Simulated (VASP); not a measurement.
Cost and result of VASP (PAW) for the band gap of HfO2 (fluorite). Gaps are without spin-orbit coupling. Each level names its cell: its own relaxed one, PBE's, or the starting one. A gap is the smallest over the k-mesh and a band path; hybrids may have named points in place of the path, and GW has the mesh alone. The cost counts the self-consistent run with its band path or extra points (for GW, with the PBE run and the diagonalisation ahead of it), each on the mesh and cut-off of its row, so the ratios hold those differences too. With PBE it took about 30 core-seconds. The timings are rough (shared machines, no repeats); factors under 2 mean little.

Unless said otherwise, spin-orbit coupling is left out, though it shifts the bands of the heavy elements here.

```
level                    k-mesh  cut-off (eV)  band gap (eV)         cost over PBE
---------------------  --------  ------------  -------------  --------------------
PBE (own cell)         10×10×10           520           3.80             reference
AM05 (own cell)           9×9×9           520           3.79  within a factor of 2
PBE-D4 (own cell)         9×9×9           520           3.83  within a factor of 2
PBE-D3(BJ) (own cell)     9×9×9           520           3.84  within a factor of 2
RPBE (own cell)           8×8×8           520           3.85  within a factor of 2
SCAN (own cell)        10×10×10           520           4.27         about 4 times
r2SCAN (own cell)      10×10×10           520           4.36         about 4 times
revTPSS (own cell)        9×9×9           520              …         about 4 times
```

**Question.** Complete the blanks.

**Answer.** 
- revTPSS (own cell), band gap (eV): 3.80

Left out are levels that failed, ran on another kind of processor or have no fit band path; at most nine are shown.

The compound is HfO2 in the fluorite structure, the high-temperature cubic form, which is unstable at 0 K; the monoclinic form is the stable one.
